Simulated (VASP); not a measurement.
Data:

```
BaMg
1.0
    6.06215     0.00000     0.00000
    0.00000     4.29378     0.00000
    0.00000     0.00000     6.06811
Ba Mg
2 2
Direct
  0.75000   0.00000   0.24467
  0.25000   0.00000   0.75533
  0.25000   0.50000   0.25803
  0.75000   0.50000   0.74197
```

The numbers are results of PBEsol GGA, VASP's PBE PAW potentials (set 64) (plane waves; VASP), not measurements. Settings: 400 eV cut-off, Gaussian smearing of 0.050 eV, potentials Ba_sv Mg.

Problem. Give the energies of bands 9 to 15 at the high-symmetry points, in eV from the Fermi level.

Solution. 
```
band      Γ      X      S      Y      Z      U      R      T
----  -----  -----  -----  -----  -----  -----  -----  -----
9     -4.26  -3.04  -2.04  -2.07  -3.08  -2.07  -2.42  -2.10
10    -2.41  -3.04  -2.04  -1.80  -3.01  -2.07  -2.42  -1.97
11     0.29  -0.08  -0.54  -0.90  -0.08  -1.78   0.45  -0.56
12     0.30  -0.08  -0.54  -0.90  -0.07  -1.78   0.45  -0.53
13     0.47   0.56  -0.02  -0.90   0.49   1.09   0.65  -0.02
14     0.66   0.56  -0.02   0.19   0.63   1.09   0.65  -0.01
15     0.68   1.73   2.10   1.08   1.68   1.70   0.68   2.08
```

It has no gap at this level: it comes out as a metal or semimetal.

The structure comes from a computed database's BaMg entry (Pmma); how it stands against other phases isn't given here. It was relaxed first, which changed the volume by -6 %.
